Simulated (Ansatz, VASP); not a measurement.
# Cross-check of GaN between VASP and Ansatz, part 2 of 2

One calculation is typed for both programs; each brings its own data sets. How far apart do they land? The cell is taken from a series of runs on this material, whose earlier steps may have relaxed, scaled, displaced or heated it; both programs get it as it stands.

VASP 6.6.1 and Ansatz 0.2.0.

So far: Starting point; Ansatz: G0W0 gap, PBE, DFT+U.

**3. VASP: G0W0 gap, PBE, DFT+U**

Level of this step: G0W0 on PBE+U; plane waves and PAW (Ga_d_GW, N_GW) (VASP).

The same cell, functional and mesh now go to VASP, with its own data sets.

Lines of VASP's logs that name or quote its potential files are left out, and so is its time.

The run reads the wave functions of an earlier VASP run, which isn't shown here.

File INCAR:

```
SYSTEM = GaN
PREC = Accurate
ENCUT = 450
ISMEAR = 0
SIGMA = 0.01
LREAL = .FALSE.
GGA = PE
NBANDS = 104
LASPH = .TRUE.
ALGO = EVGW0
NELMGW = 1
ENCUTGW = 150
NOMEGA = 64
PRECFOCK = Fast
NBANDSGW = 24
LWAVE = .FALSE.
LCHARG = .FALSE.
```

File POSCAR:

```
GaN
1.0
    0.0000000000      2.2535006075      2.2535006075
    2.2535006075      0.0000000000      2.2535006075
    2.2535006075      2.2535006075      0.0000000000
Ga N
1 1
Direct
    0.0000000000      0.0000000000      0.0000000000
    0.7500000000      0.7500000000      0.7500000000
```

File KPOINTS:

```
Automatic mesh
0
Gamma
8 8 8
0 0 0
```

PAW data sets: Ga_d_GW and N_GW (PBE family, release 64).

The run is started by

```
> mpirun -np 8 vasp_std
```

Numbers of over 12 decimals in the logs are rounded to 6 here.

The program printed:

```text
[banner, memory and clock lines left out]
running    8 mpi-ranks, on    1 nodes
 distrk:  each k-point on    8 cores,    1 groups
 distr:  one band on    1 cores,    8 groups

 POSCAR found type information on POSCAR GaN
 POSCAR found :  2 types and       2 ions
|                                                                             |
|           W    W    AA    RRRRR   N    N  II  N    N   GGGG   !!!           |
|           W    W   A  A   R    R  NN   N  II  NN   N  G    G  !!!           |
|           W    W  A    A  R    R  N N  N  II  N N  N  G       !!!           |
|           W WW W  AAAAAA  RRRRR   N  N N  II  N  N N  G  GGG   !            |
|           WW  WW  A    A  R   R   N   NN  II  N   NN  G    G                |
|           W    W  A    A  R    R  N    N  II  N    N   GGGG   !!!           |
|                                                                             |
|     For optimal performance we recommend to set                             |
|       NCORE = 2 up to number-of-cores-per-socket                            |
|     NCORE specifies how many cores store one orbital (NPAR=cpu/NCORE).      |
|     This setting can greatly improve the performance of VASP for DFT.       |
|     The default, NCORE=1 might be grossly inefficient on modern             |
|     multi-core architectures or massively parallel machines. Do your        |
|     Unfortunately you need to use the default for GW and RPA                |
|     calculations (for HF NCORE is supported but not extensively tested      |
|     yet).                                                                   |
|                                                                             |

|                                                                             |
|           W    W    AA    RRRRR   N    N  II  N    N   GGGG   !!!           |
|           W    W   A  A   R    R  NN   N  II  NN   N  G    G  !!!           |
|           W    W  A    A  R    R  N N  N  II  N N  N  G       !!!           |
|           W WW W  AAAAAA  RRRRR   N  N N  II  N  N N  G  GGG   !            |
|           WW  WW  A    A  R   R   N   NN  II  N   NN  G    G                |
|           W    W  A    A  R    R  N    N  II  N    N   GGGG   !!!           |
|                                                                             |
|     The default for ENCUTGWSOFT is different in this version of VASP.       |
|     please manually set ENCUTGWSOFT =150 in the INCAR file.                 |
|                                                                             |

 LDA part: xc-table for (Slater+PW92), standard interpolation
 found WAVECAR, reading the header
 POSCAR, INCAR and KPOINTS ok, starting setup
 FFT: planning ... GRIDC
 FFT: planning ... GRID_SOFT
 FFT: planning ... GRID
 reading WAVECAR
 the WAVECAR file was read successfully
 initial charge from wavefunction
 available memory per node:     95.96 GB, setting MAXMEM to     98265

 The Fermi energy was updated, please check that it is located mid-gap
 values below the HOMO (VB) or above the LUMO (CB) will cause erroneous energies
 E-fermi :   5.8124

 calculate exact exchange contribution
 the WAVEDER file was read successfully
energies w=
    0.000    0.000    0.545    0.000    1.089    0.000    1.631    0.000
    2.169    0.000    2.703    0.000    3.230    0.000    3.753    0.000
    4.268    0.000    4.776    0.000    5.278    0.000    5.772    0.000
    6.260    0.000    6.741    0.000    7.216    0.000    7.686    0.000
    8.151    0.000    8.611    0.000    9.068    0.000    9.523    0.000
    9.975    0.000   10.428    0.000   10.880    0.000   11.334    0.000
   11.790    0.000   12.249    0.000   12.714    0.000   13.185    0.000
   13.663    0.000   14.151    0.000   14.650    0.000   15.161    0.000
   15.687    0.000   16.230    0.000   16.793    0.000   17.378    0.000
   17.989    0.000   18.629    0.000   19.302    0.000   20.012    0.000
   20.766    0.000   21.570    0.000   22.430    0.000   23.356    0.000
   24.358    0.000   25.448    0.000   26.643    0.000   27.959    0.000
   29.419    0.000   31.053    0.000   32.897    0.000   34.995    0.000
   37.408    0.000   40.216    0.000   43.527    0.000   47.491    0.000
   52.323    0.000   58.344    0.000   66.048    0.000   76.247    0.000
   90.369    0.000  111.180    0.000  144.836    0.000  208.365    0.000
 responsefunction array rank=     120
 LDA part: xc-table for (Slater+PW92), standard interpolation

 min. memory requirement per mpi rank    358.3 MB, per node   2866.3 MB

 allocating   8 responsefunctions rank=   120
 shmem allocating  64 responsefunctions rank=   120
 response function shared by NCSHMEM nodes    1
 Doing            8  frequencies on each core in blocks of           64
NQ=   1    0.0000    0.0000    0.0000,
|.........|.........|.........|.........|.........|.........|.........|.........
 performed       1020000 updates of chi_q(r,r)
 total number of BLAS operations        104.22 Gflops
NQ=   2    0.1250    0.0000    0.0000,
|.........|.........|.........|.........|.........|.........|.........|.........
 performed       2734000 updates of chi_q(r,r)
 total number of BLAS operations        227.99 Gflops
NQ=   3    0.2500    0.0000    0.0000,
|.........|.........|.........|.........|.........|.........|.........|.........
 performed       4448000 updates of chi_q(r,r)
 total number of BLAS operations        359.69 Gflops
NQ=   4    0.3750    0.0000    0.0000,
|.........|.........|.........|.........|.........|.........|.........|.........
 performed       6162000 updates of chi_q(r,r)
 total number of BLAS operations        491.40 Gflops
NQ=   5    0.5000    0.0000    0.0000,
|.........|.........|.........|.........|.........|.........|.........|.........
 performed       7596000 updates of chi_q(r,r)
 total number of BLAS operations        584.36 Gflops
NQ=   6    0.1250    0.1250    0.0000,
|.........|.........|.........|.........|.........|.........|.........|.........
 performed       9270000 updates of chi_q(r,r)
 total number of BLAS operations        710.38 Gflops
NQ=   7    0.2500    0.1250    0.0000,
|.........|.........|.........|.........|.........|.........|.........|.........
 performed      12002000 updates of chi_q(r,r)
 total number of BLAS operations        899.45 Gflops
NQ=   8    0.3750    0.1250    0.0000,
|.........|.........|.........|.........|.........|.........|.........|.........
 performed      14734000 updates of chi_q(r,r)
 total number of BLAS operations       1072.61 Gflops
NQ=   9    0.5000    0.1250    0.0000,
|.........|.........|.........|.........|.........|.........|.........|.........
 performed      17466000 updates of chi_q(r,r)
 total number of BLAS operations       1269.90 Gflops
NQ=  10   -0.3750    0.1250    0.0000,
|.........|.........|.........|.........|.........|.........|.........|.........
 performed      20198000 updates of chi_q(r,r)
 total number of BLAS operations       1467.19 Gflops
NQ=  11   -0.2500    0.1250    0.0000,
|.........|.........|.........|.........|.........|.........|.........|.........
 performed      22930000 updates of chi_q(r,r)
 total number of BLAS operations       1664.48 Gflops
NQ=  12   -0.1250    0.1250    0.0000,
|.........|.........|.........|.........|.........|.........|.........|.........
 performed      25183000 updates of chi_q(r,r)
 total number of BLAS operations       1827.17 Gflops
NQ=  13    0.2500    0.2500    0.0000,
|.........|.........|.........|.........|.........|.........|.........|.........
 performed      26857000 updates of chi_q(r,r)
 total number of BLAS operations       1963.80 Gflops
NQ=  14    0.3750    0.2500    0.0000,
|.........|.........|.........|.........|.........|.........|.........|.........
 performed      29589000 updates of chi_q(r,r)
 total number of BLAS operations       2148.82 Gflops
NQ=  15    0.5000    0.2500    0.0000,
|.........|.........|.........|.........|.........|.........|.........|.........
 performed      32321000 updates of chi_q(r,r)
 total number of BLAS operations       2354.51 Gflops
NQ=  16   -0.3750    0.2500    0.0000,
|.........|.........|.........|.........|.........|.........|.........|.........
 performed      35053000 updates of chi_q(r,r)
 total number of BLAS operations       2560.19 Gflops
NQ=  17   -0.2500    0.2500    0.0000,
|.........|.........|.........|.........|.........|.........|.........|.........
 performed      37306000 updates of chi_q(r,r)
 total number of BLAS operations       2716.10 Gflops
NQ=  18    0.3750    0.3750    0.0000,
|.........|.........|.........|.........|.........|.........|.........|.........
 performed      38980000 updates of chi_q(r,r)
 total number of BLAS operations       2829.47 Gflops
NQ=  19    0.5000    0.3750    0.0000,
|.........|.........|.........|.........|.........|.........|.........|.........
 performed      41712000 updates of chi_q(r,r)
 total number of BLAS operations       3035.15 Gflops
NQ=  20   -0.3750    0.3750    0.0000,
|.........|.........|.........|.........|.........|.........|.........|.........
 performed      43965000 updates of chi_q(r,r)
 total number of BLAS operations       3219.04 Gflops
NQ=  21    0.5000    0.5000    0.0000,
|.........|.........|.........|.........|.........|.........|.........|.........
 performed      45264000 updates of chi_q(r,r)
 total number of BLAS operations       3307.06 Gflops
NQ=  22    0.3750    0.2500    0.1250,
|.........|.........|.........|.........|.........|.........|.........|.........
 performed      48276000 updates of chi_q(r,r)
 total number of BLAS operations       3506.60 Gflops
NQ=  23    0.5000    0.2500    0.1250,
|.........|.........|.........|.........|.........|.........|.........|.........
 performed      51707000 updates of chi_q(r,r)
 total number of BLAS operations       3749.16 Gflops
NQ=  24   -0.3750    0.2500    0.1250,
|.........|.........|.........|.........|.........|.........|.........|.........
 performed      54539000 updates of chi_q(r,r)
 total number of BLAS operations       3957.99 Gflops
NQ=  25    0.5000    0.3750    0.1250,
|.........|.........|.........|.........|.........|.........|.........|.........
 performed      57551000 updates of chi_q(r,r)
 total number of BLAS operations       4189.41 Gflops
NQ=  26   -0.3750    0.3750    0.1250,
|.........|.........|.........|.........|.........|.........|.........|.........
 performed      60982000 updates of chi_q(r,r)
 total number of BLAS operations       4458.46 Gflops
NQ=  27   -0.2500    0.3750    0.1250,
|.........|.........|.........|.........|.........|.........|.........|.........
 performed      63814000 updates of chi_q(r,r)
 total number of BLAS operations       4662.96 Gflops
NQ=  28   -0.3750    0.5000    0.1250,
|.........|.........|.........|.........|.........|.........|.........|.........
 performed      66072000 updates of chi_q(r,r)
 total number of BLAS operations       4843.63 Gflops
NQ=  29   -0.2500    0.5000    0.2500,
|.........|.........|.........|.........|.........|.........|.........|.........
 performed      67726000 updates of chi_q(r,r)
 total number of BLAS operations       4975.97 Gflops
 resolving degeneracies of screened two electron integrals

 calculate QP shifts <psi_nk| G(iteration)W_0 |psi_nk>: iteration 1
 entering main loop
```

From OUTCAR (step 3):

```text
ion  position               nearest neighbor table
   1  0.000  0.000  0.000-   2 1.95   2 1.95   2 1.95   2 1.95
   2  0.750  0.750  0.750-   1 1.95   1 1.95   1 1.95   1 1.95

  LATTYP: Found a face centered cubic cell.
 ALAT       =     4.5070012150

 Subroutine GETGRP returns: Found 24 space group operations
 (whereof 24 operations were pure point group operations)

The static configuration has the point symmetry T_d .

 Found     29 irreducible k-points:

   k-points           NKPTS =     29   k-points in BZ     NKDIM =    512   number of bands    NBANDS=    104

   dimension x,y,z NGX =    24 NGY =   24 NGZ =   24
   dimension x,y,z NGXF=    48 NGYF=   48 NGZF=   48

   ENCUT  =  450.0 eV  33.07 Ry    5.75 a.u.   5.51  5.51  5.51*2*pi/ulx,y,z

   NELECT =      18.0000    total number of electrons

  energy-cutoff  :      450.00
  volume of cell :       22.89
      direct lattice vectors                 reciprocal lattice vectors
     0.000000000  2.253500607  2.253500607    -0.221877020  0.221877020  0.221877020
     2.253500607  0.000000000  2.253500607     0.221877020 -0.221877020  0.221877020
     2.253500607  2.253500607  0.000000000     0.221877020  0.221877020 -0.221877020

 k-points in reciprocal lattice and weights: Automatic mesh
   0.00000000  0.00000000  0.00000000       0.002
   0.12500000  0.00000000  0.00000000       0.016
   0.25000000  0.00000000  0.00000000       0.016
   0.37500000  0.00000000  0.00000000       0.016
   0.50000000  0.00000000  0.00000000       0.008
   0.12500000  0.12500000  0.00000000       0.012
   0.25000000  0.12500000  0.00000000       0.047
   0.37500000  0.12500000  0.00000000       0.047
   0.50000000  0.12500000  0.00000000       0.047
[...]
-0.37500000  0.50000000  0.12500000       0.023
  -0.25000000  0.50000000  0.25000000       0.012

 E-fermi :   5.8124

 QP shifts <psi_nk| G(iteration)W_0 |psi_nk>: iteration 1
 for sc-GW calculations column KS-energies equals QP-energies in previous step
 and V_xc(KS)=  KS-energies - (<T + V_ion + V_H > + <T+V_H+V_ion>^1  + <V_x>^1)
 k-point   1 :       0.0000    0.0000    0.0000
  band No.  KS-energies  QP-energies   sigma(KS)   V_xc(KS)     V^pw_x(r,r')   Z            occupation Imag(sigma)
    ...
      6      -9.9337     -11.5646     -26.0175     -23.8115     -35.2096       0.7393       2.0000       0.1346
      7       4.7995       4.4617     -18.3742     -17.9345     -21.1991       0.7682       2.0000       0.0582
      8       4.7995       4.4617     -18.3742     -17.9345     -21.1991       0.7682       2.0000       0.0582
      9       4.7995       4.4617     -18.3742     -17.9345     -21.1991       0.7682       2.0000       0.0582
     10       6.8252       7.4152     -12.5899     -13.3245      -9.1483       0.8032       0.0000      -0.0420
     11      15.4125      16.1174     -10.5254     -11.4121      -5.3150       0.7950       0.0000      -0.1038
     12      15.4125      16.1174     -10.5254     -11.4121      -5.3150       0.7950       0.0000      -0.1038
     13      15.4125      16.1174     -10.5254     -11.4121      -5.3150       0.7950       0.0000      -0.1038
    ...

 k-point   2 :       0.1250    0.0000    0.0000
  band No.  KS-energies  QP-energies   sigma(KS)   V_xc(KS)     V^pw_x(r,r')   Z            occupation Imag(sigma)
    ...
      6      -9.9352     -11.5646     -26.0128     -23.8074     -35.2060       0.7388       2.0000       0.1352
      7       3.3382       2.8387     -17.0790     -16.4258     -19.8912       0.7647       2.0000       0.0651
      8       4.6628       4.2815     -18.2526     -17.7563     -21.1086       0.7684       2.0000       0.0591
      9       4.6628       4.2815     -18.2526     -17.7563     -21.1086       0.7684       2.0000       0.0591
     10       7.9565       8.6166     -13.3919     -14.2243      -9.9544       0.7930       0.0000      -0.0434
     11      14.6856      15.4500     -10.7649     -11.7290      -5.6185       0.7928       0.0000      -0.1007
     12      15.6340      16.3663     -10.6458     -11.5720      -5.3575       0.7907       0.0000      -0.1129
     13      15.6340      16.3663     -10.6458     -11.5720      -5.3575       0.7907       0.0000      -0.1129
    ...

 k-point   3 :       0.2500    0.0000    0.0000
  band No.  KS-energies  QP-energies   sigma(KS)   V_xc(KS)     V^pw_x(r,r')   Z            occupation Imag(sigma)
    ...
      6      -9.2941     -10.6002     -20.5175     -18.6995     -28.7840       0.7185       2.0000       0.6466
      7       1.0711       0.3101     -16.2310     -15.2110     -19.7764       0.7461       2.0000       0.1034
      8       4.3525       3.8894     -18.0057     -17.4012     -20.9277       0.7661       2.0000       0.0613
      9       4.3525       3.8894     -18.0057     -17.4012     -20.9277       0.7661       2.0000       0.0613
     10       9.1660       9.9098     -12.7350     -13.6733      -8.6846       0.7927       0.0000      -0.0562
     11      13.8197      14.6958     -11.7239     -12.8496      -6.5862       0.7782       0.0000      -0.1029
     12      15.7689      16.5560     -10.6970     -11.6968      -5.3749       0.7873       0.0000      -0.1259
     13      15.7689      16.5560     -10.6970     -11.6968      -5.3749       0.7873       0.0000      -0.1259
    ...

 k-point   4 :       0.3750    0.0000    0.0000
  band No.  KS-energies  QP-energies   sigma(KS)   V_xc(KS)     V^pw_x(r,r')   Z            occupation Imag(sigma)
    ...
      6      -8.2911      -9.5336     -20.3204     -18.5975     -28.3608       0.7212       2.0000       0.6518
      7      -0.9889      -1.9047     -15.1370     -13.8705     -19.2431       0.7230       2.0000       0.1751
      8       4.0773       3.5421     -17.8070     -17.1072     -20.7797       0.7648       2.0000       0.0630
      9       4.0773       3.5421     -17.8070     -17.1072     -20.7797       0.7648       2.0000       0.0630
     10       9.6419      10.4122     -11.8423     -12.8031      -7.5717       0.8018       0.0000      -0.0600
     11      13.6400      14.5782     -12.6989     -13.9395      -7.3600       0.7562       0.0000      -0.1169
     12      15.4337      16.2523     -10.5430     -11.5769      -5.3669       0.7917       0.0000      -0.1205
     13      15.4337      16.2523     -10.5430     -11.5769      -5.3669       0.7917       0.0000      -0.1205
    ...

[... 4 further parts left out ...]
```

**4. Differences**

Known differences besides the potentials themselves: U acts on the PAW sphere in VASP and on atomic orbitals in Ansatz, so only states and trends compare; fixed occupations in Ansatz, narrow Gaussian smearing in VASP; the cutoff is 420 eV in Ansatz and 450 eV in VASP; Ansatz integrates over frequency by contour deformation, VASP on a grid of NOMEGA points; Ansatz's G0W0 levels solve the quasiparticle equation, VASP's are linearised. Total energies have different zeros and are not compared.

Compared:

```csv
quantity,Ansatz,VASP,difference
G0W0 gap on the mesh (eV),2.86,2.95,-0.10
Kohn-Sham gap under it (eV),1.76,2.03,-0.27
```

**5. Outcome**

- difference in G0W0 gap on the mesh (G0W0 gap, PBE, DFT+U): -0.098 eV

**Reading.** The difference in G0W0 gap on the mesh is -0.098 eV (G0W0 gap, PBE, DFT+U). How closely two codes agree says nothing of how well the functional describes the real material.

[Lines on the potential files, build, host, timing and source positions are cut from VASP's logs without a mark.]

[Logs are printed without paths, hosts, clocks, repeated set-up lines and the standing remarks that a program may print on its own settings, such as how far it seeks lower states.]

[Hosts, paths, dates, database ids (printed as entryN), source tags and the programs' standing remarks are cut or masked in the printed files.]
